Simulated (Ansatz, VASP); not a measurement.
# Zn25Ge18O61 in two plane-wave programs

Aim: how closely do two programs agree when they are given the same cell, functional and k mesh? The structure shown is frame 34 of Ansatz's trajectory.

Method: plane waves, with VASP 6.6.1 beside it; single point at PBE, in Ansatz 0.2.0.

## (1) Starting point

The cell holds 104 atoms: 25 Zn, 18 Ge and 61 O. Cell: a = 11.290 Å, b = 11.290 Å, c = 11.290 Å, α = 90.0°, β = 90.0°, γ = 90.0°. As first built, before any earlier steps moved the atoms (in the runner's words): 104 atoms (25 Zn, 18 Ge, 61 O) placed at random at 4.35 g/cm^3, melted at 4000 K for 10 ps at fixed volume with the Morse and Coulomb pair potential with partial charges (Pedone, Malavasi, Menziani, Cormack and Segre, J. Phys. Chem. B 110, 11780 (2006)). Quenched from 4000 K to 300 K at 200 K/ps and fixed volume, held 10 ps at zero pressure.

## (2) Ansatz: dynamics, PBE

Ansatz runs on its default PAW (the set named soft_2) files.

One frame of this run of dynamics is then solved in both programs, so the motion causes no difference.

File input.yaml:

```yaml
crystal:
  lattice:
    - [11.28964, 0.0, 0.0]
    - [0.0, 11.28964, 0.0]
    - [0.0, 0.0, 11.28964]
  atoms:
    - { symbol: Zn, position: [0.29178, 0.85393, 0.19235] }
    - { symbol: Zn, position: [0.86857, 0.57188, 0.02981] }
    - { symbol: Zn, position: [0.26104, 0.41442, 0.6587] }
    - { symbol: Zn, position: [0.2599, 0.93822, 0.93066] }
    - { symbol: Zn, position: [0.00328, 0.48373, 0.73237] }
    - { symbol: Zn, position: [0.3941, 0.24612, 0.4779] }
    - { symbol: Zn, position: [0.70908, 0.92127, 0.77108] }
    - { symbol: Zn, position: [0.85218, 0.24497, 0.55486] }
    - { symbol: Zn, position: [0.71092, 0.35582, 0.70168] }
    - { symbol: Zn, position: [0.93081, 0.47133, 0.26146] }
    - { symbol: Zn, position: [0.00609, 0.96507, 0.13556] }
    - { symbol: Zn, position: [0.18418, 0.24309, 0.80335] }
    - { symbol: Zn, position: [0.12517, 0.13038, 0.61457] }
    - { symbol: Zn, position: [0.17105, 0.84957, 0.68968] }
    - { symbol: Zn, position: [0.92997, 0.17033, 0.35263] }
    - { symbol: Zn, position: [0.64472, 0.70511, 0.815] }
    - { symbol: Zn, position: [0.21934, 0.34238, 0.1937] }
    - { symbol: Zn, position: [0.40873, 0.70603, 0.36115] }
    - { symbol: Zn, position: [0.36452, 0.71221, 0.72395] }
    - { symbol: Zn, position: [0.89264, 0.82471, 0.90084] }
    - { symbol: Zn, position: [0.84268, 0.50629, 0.554] }
    - { symbol: Zn, position: [0.44972, 0.46566, 0.37323] }
    - { symbol: Zn, position: [0.58563, 0.80482, 0.54539] }
    - { symbol: Zn, position: [0.11244, 0.32559, 0.44879] }
    - { symbol: Zn, position: [0.16738, 0.16188, 0.02714] }
    - { symbol: Ge, position: [0.69399, 0.58, 0.33511] }
    - { symbol: Ge, position: [0.21193, 0.11462, 0.29077] }
    - { symbol: Ge, position: [0.51579, 0.51834, 0.64168] }
    - { symbol: Ge, position: [0.93392, 0.75754, 0.67927] }
    - { symbol: Ge, position: [0.53754, 0.42586, 0.92422] }
[... 68 atom lines left out ...]
    - { symbol: O, position: [0.86344, 0.87112, 0.08843] }
    - { symbol: O, position: [0.87765, 0.38304, 0.66677] }
    - { symbol: O, position: [0.28327, 0.12678, 0.88916] }
    - { symbol: O, position: [0.45987, 0.39964, 0.54943] }
    - { symbol: O, position: [0.24914, 0.24409, 0.64207] }
    - { symbol: O, position: [0.23615, 0.54811, 0.02604] }
kpoints:
  mp_grid: { grid: [1, 1, 1] }
hamiltonian:
  xc: pbe
scf:
  occupations: { method: gaussian, width: 0.05 }
output:
  forces: true
md:
  timestep: 1.0
  n_steps: 101
  ensemble: nvt_nose_hoover
  temperature: 400
  initial_velocities: maxwell_boltzmann
  seed: 8321
```

Run with:

```console
$ ansatz run input.yaml --threads 4 --pin off --max-ram 8192MiB --backend cpu --events-out ev --progress --plain --runs-dir out
```

Numbers of over 12 decimals in the logs are rounded to 6 here.

The program printed:

```text
Warning: md: disabling space-group detection — thermal motion breaks the input geometry's symmetry, so no spatial operation reduces the k-mesh or symmetrises the density; time reversal is kept, so that k and −k are solved as one point where they differ and the mesh holds both, and exact exchange and, on two spinor components, a DFT+U term hold to it where the run has them: on two components no moment then forms, and  [...]
Engine: ansatz 0.2.0, x86_64-unknown-linux-gnu
Pseudopotentials: kind: paw
Pseudopotential: Zn, paw, valence charge 12, recommended cutoff 420 eV (normal), Zn.paw.azcp
Pseudopotential: Ge, paw, valence charge 14, recommended cutoff 420 eV (normal), Ge.paw.azcp
Pseudopotential: O, paw, valence charge 6, recommended cutoff 420 eV (normal), O.paw.azcp
Functional definition: PBE
  parameter kappa = 0.804
  parameter beta = 0.066725
  exchange = pbe_x(kappa = kappa, mu = beta*pi^2/3)
  correlation = pbe_c(beta = beta)
Crystal: 104 atoms, lattice volume = 1438.932 Å³
Basis set: ecut = 420 eV, 28113 PW (Γ), exchange–correlation on 160×160×160 points (8 copies of the dense FFT grid, shifted against one another)
Bands: 563, of which v1, the nominal top of the filled ones, is band 459 counted from 1 (458 counted from 0)
Symmetry: 1 space group operations
k-points: 1
Non-local potential: Zn, projectors of the file, l = 0: 2, l = 1: 2, l = 2: 3, l = 3: 1
Non-local potential: Ge, projectors of the file, l = 0: 2, l = 1: 2, l = 2: 3, l = 3: 1
Non-local potential: O, projectors of the file, l = 0: 2, l = 1: 2, l = 2: 1
PAW form: soft (Blöchl's): semilocal exchange-correlation on the pseudo side does not see the compensation charge
PAW one-centre angular grid: Zn, 590 points (default); XC on 64 Gauss nodes
PAW one-centre angular grid: Ge, 590 points (default); XC on 64 Gauss nodes
PAW one-centre angular grid: O, 110 points (default); XC on 64 Gauss nodes
Initial density: superposition of atomic densities (neutral atoms: chi_scale 0, normalization atom), corrected by the library's trained network
Initial wavefunctions: pseudopotential atomic-orbital guess
Functional: x = pbe(κ = 0.804, μ = 0.219515), c = pbe(β = 0.066725)
SCF iter   1: F=—  HF=-194884.099311 eV  |F-HF|=—  |Δ(HF+E_count)|=         —  Δρ=2.85e-3  dr2=2.11e-1  ethr=1.77e-3  ⟨swp⟩=6.0  Hψ=2108  notcnv=0  defer=59
preconditioner: auto → Resta (q_TF=auto, 2.531 Å⁻¹)  ε∞=4.1  [insulator: Δε(μ)=1.057 eV  Ē_g=16.777 eV  σ=0.050 eV  W_gap=1.00  n_scr=388 (ndim 8)  ℏωp=29.7 eV  f_vac=0.185  D(μ)=0.00/eV (n_scr^D=0)  ε∞_Penn≈4.1]
SCF iter   2: F=—  HF=-194884.079187 eV  |F-HF|=—  |Δ(HF+E_count)|=   2.01e-2  Δρ=1.56e-3  dr2=5.50e-2  ethr=2.30e-5  ⟨swp⟩=2.0  Hψ=1018  notcnv=0  defer=96
SCF iter   3: F=—  HF=-194884.072716 eV  |F-HF|=—  |Δ(HF+E_count)|=   6.47e-3  Δρ=8.04e-4  dr2=1.74e-2  ethr=5.99e-6  ⟨swp⟩=2.0  Hψ=785  notcnv=0  defer=96
SCF iter   4: F=—  HF=-194884.069623 eV  |F-HF|=—  |Δ(HF+E_count)|=   3.09e-3  Δρ=2.82e-4  dr2=1.33e-3  ethr=1.90e-6  ⟨swp⟩=2.0  Hψ=783  notcnv=0  defer=96
SCF iter   5: F=—  HF=-194884.069742 eV  |F-HF|=—  |Δ(HF+E_count)|=   1.19e-4  Δρ=1.89e-4  dr2=4.80e-4  ethr=1.44e-7  ⟨swp⟩=2.0  Hψ=803  notcnv=0  defer=96
SCF iter   6: F=—  HF=-194884.069738 eV  |F-HF|=—  |Δ(HF+E_count)|=   4.26e-6  Δρ=4.81e-5  dr2=3.65e-5  ethr=5.23e-8  ⟨swp⟩=2.0  Hψ=825  notcnv=0  defer=96
SCF iter   7: F=—  HF=-194884.067616 eV  |F-HF|=—  |Δ(HF+E_count)|=   2.12e-3  Δρ=3.11e-5  dr2=1.32e-5  ethr=3.98e-9  ⟨swp⟩=2.0  Hψ=1013  notcnv=0  defer=96
SCF iter   8: F=—  HF=-194884.067620 eV  |F-HF|=—  |Δ(HF+E_count)|=   4.16e-6  Δρ=1.09e-5  dr2=1.92e-6  ethr=1.44e-9  ⟨swp⟩=2.0  Hψ=801  notcnv=0  defer=96
SCF iter   9: F=—  HF=-194884.067622 eV  |F-HF|=—  |Δ(HF+E_count)|=   1.23e-6  Δρ=5.66e-6  dr2=4.65e-7  ethr=2.09e-10  ⟨swp⟩=2.0  Hψ=917  notcnv=0  defer=96
SCF iter  10: F=-194884.067622 eV  HF=-194884.067622 eV  |F-HF|=2.84e-8  |Δ(HF+E_count)|=   1.21e-7  Δρ=2.58e-6  dr2=9.76e-8  ethr=1.09e-11  ⟨swp⟩=2.0  Hψ=1943  notcnv=0
SCF 1 converged in 10 iterations: F = -194884.067622 eV  dr2 = 9.76e-8
  greatest PAW one-centre occupation: 0.999 electrons in one spin orbital (limit 2), on the Ge atom at site 27 (counted from 0), in its partial waves of l = 2
md step     0: t =     0.00 fs  T =   400.0 K  F+E_penalty+E_count = -194884.06762169 eV  E_kin = 5.325512 eV  conserved = -194878.74210973 eV  (10 SCF iters)
[...]
md step    98: t =    98.00 fs  T =   453.6 K  F+E_penalty+E_count = -194886.32790848 eV  E_kin = 6.038908 eV  conserved = -194878.74529012 eV  (4 SCF iters)
[...]
md step    99: t =    99.00 fs  T =   446.0 K  F+E_penalty+E_count = -194886.24200497 eV  E_kin = 5.937443 eV  conserved = -194878.74505622 eV  (2 SCF iters)
md step   100: t =   100.00 fs  T =   440.6 K  F+E_penalty+E_count = -194886.18514074 eV  E_kin = 5.865564 eV  conserved = -194878.74488289 eV  (8 SCF iters)
[...]
md step   101: t =   101.00 fs  T =   437.6 K  F+E_penalty+E_count = -194886.16032739 eV  E_kin = 5.826209 eV  conserved = -194878.74475474 eV  (8 SCF iters)
SCF converged after 8 iterations
Free energy (F): -194886.160327 eV
Harris-Foulkes:  -194886.160327 eV  (|F-HF|=2.36e-9)
Internal energy: -194886.160327 eV  (E = F + TS)
E sigma→0 (E₀):  -194886.160327 eV
Fermi energy:    5.683890 eV
--- Per-component energies (eV) ---
  E_band       = -4174.718217
  E_kinetic    = 15924.624064
  E_local      = -126333.861362  (includes V_loc(G=0)·N_el)
  E_nonlocal   = 26073.892370
  E_hartree    = 53185.944119
  E_xc         = -9218.628535
  E_vxc        = -8116.989013  (∫ρ·V_xc dr)
  E_paw        = -91917.479549  (= ΣΔE_a)
  E_vpaw       = -18094.415142  (= ΣTr[D̂ρ^β])
  E_aug_tail   = 0.144094  (compensation charges beyond the density's cutoff)
  E_ewald      = -62600.795529
  E_smearing   = -0.000000  (= −TS)
  E_closure    = -0.000000  (closes the sum)
  Σ components = -194886.160327   (vs F -194886.160327, Δ=0.00e0)
--- Forces (eV/Å), atoms counted from 1 ---
  atom   1  Zn    -1.15999534     1.87481511    -0.10940717
  atom   2  Zn    -0.43246974     1.68708138    -1.28297175
  atom   3  Zn    -0.30736266     0.81025726     0.09883390
  atom   4  Zn     0.18030521     0.77533830     0.06529799
  atom   5  Zn    -0.69481662     0.34453934    -0.58018705
  atom   6  Zn    -0.13085706     0.76166033    -0.05936948
  atom   7  Zn    -0.18482498    -0.71790336     0.94191559
  atom   8  Zn    -0.51439189     0.24387749     0.43923871
  atom   9  Zn     0.92026121    -0.20574472    -0.62953887
  atom  10  Zn    -0.00173008    -0.31227128    -0.21070064
  atom  11  Zn     0.37695633     1.71740947    -0.72656904
  atom  12  Zn    -0.21210434     0.19120191     0.74712849
  atom  13  Zn     0.04783779     0.08138324    -0.49724372
  atom  14  Zn     0.67995441    -0.79651186    -0.15672027
  atom  15  Zn     1.18387074     1.21999862    -0.91576390
  atom  16  Zn     0.04870031     1.24988041    -0.00884297
  atom  17  Zn     0.87759307     0.21873108     0.00242418
  atom  18  Zn    -0.78585931     1.06610122     0.23054112
  atom  19  Zn    -0.40682576     0.89080024    -0.22132545
  atom  20  Zn     0.01256813     0.19206219    -0.01939609
  atom  21  Zn     0.12721946    -0.21415124     0.34115486
  atom  22  Zn     0.11647413     0.13011906     0.15952586
  atom  23  Zn    -0.48227499     0.72532276    -0.15690017
  atom  24  Zn    -0.58709612    -0.64981166    -0.34692675
[...]
atom  97  O     -0.08495041    -0.15299063     0.90258589
  atom  98  O      0.55506980     1.45247448    -1.16060380
  atom  99  O     -0.25827036    -0.68070944     0.62325703
  atom 100  O      0.06313760     0.34223389     0.73697735
  atom 101  O     -1.15199378    -0.38476999    -0.74152221
  atom 102  O     -0.15435316    -0.66052201    -0.14574579
  atom 103  O      0.54967056    -0.12193009    -0.21021187
  atom 104  O     -0.44814314    -1.51144672     0.55756562
  max |Σ_I F_I| component: 8.51e-5 eV/Å
--- MD trajectory: 101 steps, t = 0.0 → 101.0 fs ---
  final state: T = 437.6 K   F+E_penalty+E_count = -194886.16032739 eV   E_kin = 5.826209 eV
  conserved energy: peak-to-peak 6.654e-3 eV (6.398e-5 eV/atom) over 101.0 fs
```

## (3) VASP: single point, PBE

The same cell, functional, mesh and smearing now go to VASP, with its own data sets.

Lines of VASP's logs that name or quote its potential files are left out, and so is its time.

File INCAR:

```
SYSTEM = Zn25Ge18O61
PREC = Accurate
ENCUT = 520
EDIFF = 1E-06
NELM = 120
ISMEAR = 0
SIGMA = 0.05
LREAL = Auto
ALGO = Normal
GGA = PE
NBANDS = 536
LORBIT = 11
LWAVE = .FALSE.
LCHARG = .FALSE.
ISIF = 2
LASPH = .TRUE.
GGA_COMPAT = .FALSE.
EFERMI = MIDGAP
NCORE = 2
```

File POSCAR:

```
Zn25Ge18O61
1.0
   11.2896400000      0.0000000000      0.0000000000
    0.0000000000     11.2896400000      0.0000000000
    0.0000000000      0.0000000000     11.2896400000
Zn Ge O
25 18 61
Direct
    0.2920199404      0.8478924040      0.1869413019
    0.8715069745      0.5667496926      0.0305501327
    0.2614609500      0.4153188233      0.6590289859
    0.2631616243      0.9457874653      0.9259994119
    0.0021081275      0.4679600058      0.7343546827
    0.4017222870      0.2528690020      0.4794129839
    0.7063909921      0.9255210972      0.7751000032
    0.8521618050      0.2489627659      0.5473956654
    0.6947697181      0.3683022665      0.7063909921
    0.9409157422      0.4667907923      0.2686268118
    0.0044288392      0.9634231030      0.1376394641
    0.1818481369      0.2360039824      0.8067839187
    0.1271785460      0.1222979652      0.6184076729
    0.1685793347      0.8552708501      0.6908989126
    0.9332095620      0.1566568996      0.3473804302
    0.6449187042      0.7032199432      0.8266428336
    0.2188200864      0.3489482393      0.1875170510
    0.4229364267      0.7084548312      0.3538199624
    0.3628725097      0.7033616661      0.7291552255
    0.8770075928      0.8182989006      0.9062733621
    0.8409391265      0.5021683597      0.5481928565
    0.4526805106      0.4654975712      0.3691260306
    0.5918877838      0.8007872705      0.5421253468
    0.1127759610      0.3331461411      0.4441771394
    0.1618652145      0.1677644283      0.0388409196
    0.6954960477      0.5738358353      0.3375395495
    0.2048958160      0.1105261107      0.2949341166
    0.5153042967      0.5142502330      0.6404012883
    0.9329615470      0.7524509196      0.6771252228
    0.5276784734      0.4232021570      0.9257425392
[... 68 atom lines left out ...]
    0.8665201016      0.8732519372      0.0693556216
    0.8703377610      0.3728108248      0.6690470201
    0.2798760634      0.1144323468      0.9019330997
    0.4233261645      0.4077366506      0.5455621260
    0.2568460996      0.2407871287      0.6529614762
    0.2127968651      0.5826580830      0.0287165933
```

File KPOINTS:

```
Automatic mesh
0
Gamma
1 1 1
0 0 0
```

PAW data sets: Zn, Ge_d and O (PBE family, release 64).

Run with:

```console
$ mpirun -np 8 vasp_gam
```

The program printed:

```text
[banner, memory and clock lines left out]
running    8 mpi-ranks, on    1 nodes
[...]
LDA part: xc-table for (Slater+PW92), standard interpolation
 POSCAR, INCAR and KPOINTS ok, starting setup
[...]
entering main loop
       N       E                     dE             d eps       ncg     rms          rms(c)
DAV:   1     0.255889467657E+05    0.25589E+05   -0.33501E+05  1208   0.401E+03
DAV:   2     0.610628539835E+04   -0.19483E+05   -0.18372E+05  1072   0.109E+03
DAV:   3     0.341473338295E+03   -0.57648E+04   -0.53692E+04  1136   0.388E+02
DAV:   4    -0.590222662711E+03   -0.93170E+03   -0.91096E+03  1184   0.173E+02
[...]
DAV:  19    -0.549929179246E+03   -0.67185E-05   -0.15568E-04  1368   0.438E-02    0.182E-02
DAV:  20    -0.549929180125E+03   -0.87928E-06   -0.37169E-05  1288   0.233E-02    0.105E-02
DAV:  21    -0.549929179298E+03    0.82761E-06   -0.42627E-06  1016   0.103E-02
   1 F= -.54992918E+03 E0= -.54992918E+03  d E =-.245312E-27
```

OUTCAR, selected parts (step 3):

```text
  Total      -11.9748472      9.9663328      9.7345085     -9.9957187    -12.1643060      5.2234347
  in kB      -13.3333808     11.0970026     10.8388781    -11.1297223    -13.5443335      5.8160278
  external PRESSURE =       2.8675000 kB  Pullay stress =       0.0000000 kB

  FREE ENERGIE OF THE ION-ELECTRON SYSTEM (eV)
  ---------------------------------------------------
  free  energy   TOTEN  =      -549.9291792976 eV

  energy  without entropy=     -549.9291792976  energy(sigma->0) =     -549.92917930

[... 2 further parts left out ...]
[key lines of the parts left out:]
E-fermi :   1.5707
```

The run ends at a pressure of 0.29 GPa, with forces up to 4.0 eV/Å.

## (4) Differences

Known differences besides the potentials themselves: the cutoff is 420 eV in Ansatz and 520 eV in VASP (PREC = Accurate, projectors in real space). Total energies have different zeros and are not compared.

Forces on 9 of the 104 atoms, those with the largest forces and the largest differences (eV/Å; atoms numbered as in POSCAR):

```csv
atom,"Ansatz x, y, z","VASP x, y, z"
Ge32,"1.378, -2.921, 1.310","1.332, -2.817, 1.246"
Ge37,"-1.406, 2.823, 2.600","-1.410, 2.786, 2.558"
Ge38,"-2.614, -0.060, 0.130","-2.555, -0.031, 0.093"
Ge39,"-0.387, 3.168, -0.365","-0.392, 3.132, -0.323"
Ge42,"-0.896, -0.783, -2.757","-0.908, -0.809, -2.710"
O47,"-1.509, -1.903, -0.677","-1.397, -1.780, -0.643"
O64,"-0.189, 3.969, -0.686","-0.204, 3.819, -0.654"
O86,"2.612, 0.382, -1.655","2.497, 0.383, -1.587"
O96,"0.203, -0.648, -0.978","0.124, -0.594, -0.862"
```

The forces differ by 41 meV/Å r.m.s., which is 4.5 % of the r.m.s. force of 0.911 eV/Å (both taken over all components).

## (5) Outcome

| Item | Value |
| --- | --- |
| r.m.s. force difference (single point, PBE) | 4.5 % of the r.m.s. force |

In words: The r.m.s. force difference is 4.5 % of the r.m.s. force (single point, PBE), beyond the 3 % picked in this series as the mark of a large difference. What causes the difference of the single point, PBE pair stays open here. 2 further runs of this series are not shown here. Such differences can come from data sets, numerical settings and the points named under the comparisons, not from the functional's error against experiment.

[Lines on the potential files, build, host, timing and source positions are cut from VASP's logs without a mark.]

[Logs are printed without paths, hosts, clocks, repeated set-up lines and the standing remarks that a program may print on its own settings, such as how far it seeks lower states.]

[Hosts, paths, dates, database ids (printed as entryN), source tags and the programs' standing remarks are cut or masked in the printed files.]
